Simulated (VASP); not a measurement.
These are PBEsol GGA, VASP's PBE PAW potentials (set 64) (plane waves; VASP) values and carry that method's errors.

VASP input:

POSCAR:
```
Mo2N
1.0
 -2.1066851093   2.1066851093   3.9835627644
  2.1066851093  -2.1066851093   3.9835627644
  2.1066851093   2.1066851093  -3.9835627644
Mo N
4 2
Cartesian
 -0.0000000000   0.0000000000   2.0747014703
  2.1066851093   0.0000000000   0.0829200881
  2.1066851093   0.0000000000   3.9006426763
  2.1066851093   2.1066851093   1.9088612941
  0.0000000000   0.0000000000   0.0000000000
  0.0000000000   2.1066851093   1.9917813822
```

### KPOINTS
```
Automatic mesh
0
Gamma
11 11 11
0 0 0
```

### INCAR
```
ALGO = Normal
EDIFF = 1E-7
ENCUT = 520
GGA = PS
ISIF = 2
ISMEAR = -5
LASPH = .True.
LCHARG = .True.
LEFG = .True.
LMAXMIX = 4
LORBIT = 11
LREAL = .False.
LWAVE = .False.
NEDOS = 601
NELM = 100
PREC = Accurate
SYSTEM = Mo2N
```

POTCAR, in this order: Mo_sv N (PBE.64 set). Program: vasp_std.

The resulting files:

### OUTCAR
```
 ion  position               nearest neighbor table
   1  0.260  0.260  0.000-   5 2.07   6 2.11   6 2.11   3 2.79   3 2.79   2 2.90   2 2.90   2 2.90
                             2 2.90   4 2.98   4 2.98   4 2.98   4 2.98   3 3.02   3 3.02
   2  0.010  0.510  0.500-   6 2.07   5 2.11   5 2.11   4 2.79   4 2.79   1 2.90   1 2.90   1 2.90
                             1 2.90   3 2.98   3 2.98   3 2.98   3 2.98   4 3.02   4 3.02
   3  0.490  0.990  0.500-   6 2.07   5 2.11   5 2.11   1 2.79   1 2.79   4 2.90   4 2.90   4 2.90
                             4 2.90   2 2.98   2 2.98   2 2.98   2 2.98   1 3.02   1 3.02
   4  0.740  0.740  0.000-   5 2.07   6 2.11   6 2.11   2 2.79   2 2.79   3 2.90   3 2.90   3 2.90
                             3 2.90   1 2.98   1 2.98   1 2.98   1 2.98   2 3.02   2 3.02
   5  0.000  0.000  0.000-   1 2.07   4 2.07   3 2.11   2 2.11   2 2.11   3 2.11
   6  0.750  0.250  0.500-   2 2.07   3 2.07   1 2.11   4 2.11   1 2.11   4 2.11
  LATTYP: Found a body centered tetragonal cell.
 ALAT       =     4.2133702186
 C/A-ratio  =     1.8909151381
 Subroutine PRICEL returns:
 Original cell was already a primitive cell.
 Subroutine GETGRP returns: Found 16 space group operations
The static configuration has the point symmetry D_2d.
 The point group associated with its full space group is D_4h.
The dynamic configuration has the point symmetry D_2d.
 Subroutine INISYM returns: Found 16 space group operations
 Subroutine IBZKPT returns following result:
 Found    126 irreducible k-points:

 Following reciprocal coordinates:
            Coordinates               Weight
  0.000000  0.000000  0.000000      1.000000
  0.090909 -0.000000  0.000000      8.000000
  0.181818 -0.000000  0.000000      8.000000
  0.272727 -0.000000  0.000000      8.000000
  0.363636  0.000000  0.000000      8.000000
  0.454545  0.000000 -0.000000      8.000000
  0.090909  0.090909  0.000000      8.000000
  0.181818  0.090909  0.000000     16.000000
  0.272727  0.090909  0.000000     16.000000
  0.363636  0.090909  0.000000     16.000000
  0.454545  0.090909  0.000000     16.000000
 -0.454545  0.090909  0.000000     16.000000
 -0.363636  0.090909 -0.000000     16.000000
 -0.272727  0.090909  0.000000     16.000000
 -0.181818  0.090909 -0.000000     16.000000
 -0.090909  0.090909  0.000000      4.000000
  0.181818  0.181818  0.000000      8.000000
  0.272727  0.181818  0.000000     16.000000
  0.363636  0.181818  0.000000     16.000000
  0.454545  0.181818  0.000000     16.000000
 -0.454545  0.181818  0.000000     16.000000
 -0.363636  0.181818  0.000000     16.000000
 -0.272727  0.181818  0.000000     16.000000
 -0.181818  0.181818  0.000000      4.000000
  0.272727  0.272727  0.000000      8.000000
  0.363636  0.272727  0.000000     16.000000
  0.454545  0.272727  0.000000     16.000000
 -0.454545  0.272727  0.000000     16.000000
 -0.363636  0.272727 -0.000000     16.000000
 -0.272727  0.272727  0.000000      4.000000
  0.363636  0.363636  0.000000      8.000000
  0.454545  0.363636  0.000000     16.000000
 -0.454545  0.363636  0.000000     16.000000
 -0.363636  0.363636  0.000000      4.000000
  0.454545  0.454545 -0.000000      8.000000
 -0.454545  0.454545  0.000000      4.000000
  0.090909  0.090909  0.090909      8.000000
  0.181818  0.090909  0.090909     16.000000
  0.272727  0.090909  0.090909     16.000000
  0.363636  0.090909  0.090909     16.000000
   k-points           NKPTS =    126   k-points in BZ     NKDIM =    126   number of bands    NBANDS=     39
   number of dos      NEDOS =    601   number of ions     NIONS =      6
   total plane-waves  NPLWV =  64000
   dimension x,y,z NGX =    40 NGY =   40 NGZ =   40
   dimension x,y,z NGXF=    80 NGYF=   80 NGZF=   80
   ions per type =               4   2
   PREC   = accura    normal or accurate (medium, high low for compatibility)
   ISTART =      0    job   : 0-new  1-cont  2-samecut
   ICHARG =      2    charge: 1-file 2-atom 10-const
...
```

**OSZICAR**
```
       N       E                     dE             d eps       ncg     rms          rms(c)
DAV:   1     0.782658829504E+03    0.78266E+03   -0.41281E+04  9836   0.180E+03
DAV:   2    -0.316923778083E+02   -0.81435E+03   -0.79459E+03 10723   0.550E+02
DAV:   3    -0.732203795163E+02   -0.41528E+02   -0.40663E+02 13202   0.112E+02
DAV:   4    -0.740696667990E+02   -0.84929E+00   -0.84116E+00 11757   0.141E+01
DAV:   5    -0.740895502623E+02   -0.19883E-01   -0.19873E-01 12163   0.186E+00    0.532E+01
DAV:   6    -0.673816677609E+02    0.67079E+01   -0.48182E+01 12215   0.337E+01    0.152E+01
DAV:   7    -0.668334497070E+02    0.54822E+00   -0.32745E+00 11813   0.862E+00    0.908E+00
DAV:   8    -0.667759992564E+02    0.57450E-01   -0.41326E-01 11449   0.353E+00    0.123E+00
DAV:   9    -0.667666862251E+02    0.93130E-02   -0.11052E-01 12352   0.150E+00    0.504E-01
DAV:  10    -0.667646232218E+02    0.20630E-02   -0.26167E-02 12254   0.731E-01    0.120E-01
DAV:  11    -0.667643439966E+02    0.27923E-03   -0.19270E-03 12595   0.195E-01    0.347E-02
DAV:  12    -0.667643601016E+02   -0.16105E-04   -0.93419E-05 11571   0.607E-02    0.110E-02
DAV:  13    -0.667643649951E+02   -0.48935E-05   -0.84898E-06 12221   0.145E-02    0.466E-03
DAV:  14    -0.667643611578E+02    0.38373E-05   -0.19560E-06 10055   0.628E-03    0.687E-04
DAV:  15    -0.667643605604E+02    0.59743E-06   -0.11844E-07  7575   0.184E-03    0.425E-04
DAV:  16    -0.667643606428E+02   -0.82429E-07   -0.14617E-08  6937   0.773E-04
   1 F= -.66764361E+02 E0= -.66764361E+02  d E =0.000000E+00
```

File OUTCAR:
```
------------------------ aborting loop because EDIFF is reached ----------------------------------------
  FORCE on cell =-STRESS in cart. coord.  units (eV):
  Direction    XX          YY          ZZ          XY          YZ          ZX
  --------------------------------------------------------------------------------------
  Total        0.0927644      0.0927644     -0.1018356      0.0000000      0.0000000      0.0000000
  in kB        2.1016534      2.1016534     -2.3071687      0.0000000      0.0000000      0.0000000
  external PRESSURE =       0.6320460 kB  Pullay stress =       0.0000000 kB
  volume of cell :       70.72
      direct lattice vectors                 reciprocal lattice vectors
    -2.106685109  2.106685109  3.983562764     0.000000000  0.237339694  0.125515783
     2.106685109 -2.106685109  3.983562764     0.237339694  0.000000000  0.125515783
     2.106685109  2.106685109 -3.983562764     0.237339694  0.237339694  0.000000000
 POSITION                                       TOTAL-FORCE (eV/Angst)
 -----------------------------------------------------------------------------------
      0.00000      0.00000      2.07470        -0.000000      0.000000      0.033052
      2.10669      0.00000      0.08292         0.000000     -0.000000      0.033052
      2.10669      0.00000      3.90064         0.000000     -0.000000     -0.033052
      0.00000      0.00000      5.89242        -0.000000      0.000000     -0.033052
      0.00000      0.00000      0.00000         0.000000      0.000000      0.000000
      0.00000      2.10669      1.99178         0.000000      0.000000      0.000000
 -----------------------------------------------------------------------------------
    total drift:                               -0.000000      0.000000     -0.000000
  FREE ENERGIE OF THE ION-ELECTRON SYSTEM (eV)
  ---------------------------------------------------
  free  energy   TOTEN  =       -66.7643606428 eV

  energy  without entropy=      -66.7643606428  energy(sigma->0) =      -66.76436064

 total charge

# of ion       s       p       d       tot
------------------------------------------
    1        2.317   6.224   3.993  12.534
    2        2.317   6.224   3.993  12.534
    3        2.317   6.224   3.993  12.534
    4        2.317   6.224   3.993  12.534
    5        1.238   2.532   0.000   3.770
    6        1.238   2.532   0.000   3.770
--------------------------------------------------
tot         11.746  29.959  15.971  57.676
```
(Selected blocks of OUTCAR.)

For a metal the tetrahedron method with Blöchl corrections gives inexact stress and forces.

The structure comes from a measured Mo2N entry (I4_1/amd) of the Crystallography Open Database, whose conditions weren't checked. It was relaxed first.
